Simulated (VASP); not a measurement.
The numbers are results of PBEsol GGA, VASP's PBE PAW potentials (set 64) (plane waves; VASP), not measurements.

VASP input:

### POSCAR
```
MnO2
4.3731690
  1.0000000417   0.0000000000   0.0000000000
  0.0000000000   1.0000000417   0.0000000000
  0.0000000000   0.0000000000   0.6479805200
Mn O
2 4
Cartesian
  0.0000000000   0.0000000000   0.0000000000
  0.5000000208   0.5000000208   0.3239902600
  0.3034927935   0.3034927935   0.0000000000
  0.8034928144   0.1965072273   0.3239902600
  0.1965072273   0.8034928144   0.3239902600
  0.6965072481   0.6965072481   0.0000000000
```

KPOINTS:
```
Regular mesh
0
G
 8 8 12
0 0 0
```

**INCAR**
```
# general
SYSTEM   =  MnO2
PREC     =  Accurate
ENCUT    =  520
LREAL    =  .FALSE.
LASPH    =  .TRUE.

# electronic loop
EDIFF    =  1E-7
NELM     =  100
ALGO     =  Normal
LMAXMIX  =  4

# smearing
ISMEAR   =  -5

# functional
GGA      =  PS

# spin
ISPIN    =  2
MAGMOM   =  2.4 -2.4 -0.0 0.0 0.0 -0.0

# ions
ISIF     =  2

# output
LWAVE    =  .FALSE.
LCHARG   =  .TRUE.
LORBIT   =  11
NEDOS    =  601
```

POTCAR, in this order: Mn_pv O (PBE.64 set). Program: vasp_std.

Q: What will the output report for the number of irreducible k-points (NKPTS), number of bands (NBANDS), largest plane-wave count, number of space-group operations, FFT grid (NGX, NGY, NGZ)?

A: 
| Property | Result |
|---|---|
| number of irreducible k-points (NKPTS) | 105 |
| number of bands (NBANDS) | 30 |
| largest plane-wave count | 1504 |
| number of space-group operations | 16 |
| FFT grid (NGX, NGY, NGZ) | 36 × 36 × 24 |

The compound is MnO2 in the rutile structure. It was relaxed first.
